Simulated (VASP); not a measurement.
These are PBEsol GGA, VASP's PBE PAW potentials (set 64) (plane waves; VASP 6.6.1) values and carry that method's errors.

Input for VASP

KPOINTS:
```
Automatic mesh
0
Gamma
8 8 5
0 0 0
```

**INCAR**
```
ALGO=Normal
EDIFF=1E-6
EDIFFG=-0.02
ENCUT=620
GGA=PS
IBRION=2
ISIF=3
ISMEAR=0
LASPH=T
LCHARG=F
LREAL=F
LWAVE=F
NELM=100
NSW=40
PREC=Accurate
PSTRESS=100
SIGMA=0.05
SYSTEM=SiC
```

### POSCAR
```
SiC
1
    1.5273464715    -2.6454414483     0.0000000000
    1.5273464715     2.6454414483     0.0000000000
    0.0000000000     0.0000000000     5.0136304954
Si C
2 2
Direct
  0.6666670000   0.3333330000   0.4996207156
  0.3333330000   0.6666670000   0.9996207156
  0.6666670000   0.3333330000   0.8753792844
  0.3333330000   0.6666670000   0.3753792844
```

POTCAR, in this order: Si C (PBE.64 set). Program: vasp_std.

Q: Predict the energy per atom (σ→0), volume per atom.

A: 
```yaml
energy per atom (σ→0): -7.943 eV/atom
volume_per_atom: 9.93 Å³/atom
```

File OSZICAR:
```
...
DAV:   1    -0.317805154689E+02   -0.94332E-01   -0.30374E-01   812   0.504E+00    0.693E-01
DAV:   2    -0.317743393302E+02    0.61761E-02   -0.11358E-02   868   0.852E-01    0.344E-01
DAV:   3    -0.317728116689E+02    0.15277E-02   -0.33821E-03   860   0.404E-01    0.648E-02
DAV:   4    -0.317726522982E+02    0.15937E-03   -0.37510E-04   876   0.131E-01    0.267E-02
DAV:   5    -0.317726304670E+02    0.21831E-04   -0.35577E-05   864   0.425E-02    0.251E-02
DAV:   6    -0.317726261356E+02    0.43314E-05   -0.16440E-06   576   0.112E-02    0.920E-03
DAV:   7    -0.317726263854E+02   -0.24978E-06   -0.13506E-06   472   0.788E-03
   3 F= -.29293827E+02 E0= -.29293827E+02  d E =-.127910E-01
```

The compound is SiC in the wurtzite structure, the rare 2H polytype. This run relaxes it under an external pressure of 10 GPa. Symmetry was kept, so distortions that lower it aren't found.
